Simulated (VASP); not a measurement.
```yaml
crystal:
  lattice:
    - [2.28784, 1.32089, 7.43607]
    - [-2.28784, 1.32089, 7.43607]
    - [0.00000, -2.64178, 7.43607]
  atoms:
    - { symbol: Mg, position: [0.50087, 0.50087, 0.50087] }
    - { symbol: Cd, position: [0.99955, 0.99955, 0.99955] }
    - { symbol: Te, position: [0.87357, 0.87357, 0.87357] }
    - { symbol: Te, position: [0.37600, 0.37600, 0.37600] }
```

Method: PBEsol GGA, VASP's PBE PAW potentials (set 64) (plane waves; VASP 6.6.1). Run with 400 eV cut-off, Gaussian smearing of 0.050 eV, potentials Mg Cd Te.

Unless said otherwise, spin-orbit coupling is left out, though it shifts the bands of the heavy elements here.

Question: Give the energies of bands 8 to 16 at the high-symmetry points, in eV from the valence-band maximum.

Answer: 
```json
[
 {"band": "8", "Γ": "-3.95", "T": "-2.82", "H2": "-3.98", "L": "-3.90", "S0": "-3.97", "F": "-4.18"},
 {"band": "9", "Γ": "-0.78", "T": "-2.08", "H2": "-3.26", "L": "-3.24", "S0": "-3.23", "F": "-3.55"},
 {"band": "10", "Γ": "-0.78", "T": "-0.68", "H2": "-2.30", "L": "-2.00", "S0": "-2.44", "F": "-1.64"},
 {"band": "11", "Γ": "-0.07", "T": "-0.68", "H2": "-2.19", "L": "-1.76", "S0": "-2.11", "F": "-1.60"},
 {"band": "12", "Γ": "0.00", "T": "-0.17", "H2": "-1.25", "L": "-1.30", "S0": "-1.33", "F": "-0.67"},
 {"band": "13", "Γ": "0.00", "T": "-0.17", "H2": "-1.21", "L": "-1.11", "S0": "-1.18", "F": "-0.66"},
 {"band": "14", "Γ": "1.28", "T": "2.20", "H2": "3.08", "L": "3.12", "S0": "3.07", "F": "2.16"},
 {"band": "15", "Γ": "2.55", "T": "2.95", "H2": "3.67", "L": "3.25", "S0": "4.09", "F": "2.54"},
 {"band": "16", "Γ": "4.89", "T": "5.30", "H2": "4.99", "L": "4.65", "S0": "4.58", "F": "3.16"}
]
```

The gap is direct, 1.28 eV, from the valence maximum at Γ to the conduction minimum at Γ.

The structure comes from a computed database's MgCdTe2 entry (R3m); how it stands against other phases isn't given here. It was relaxed first.
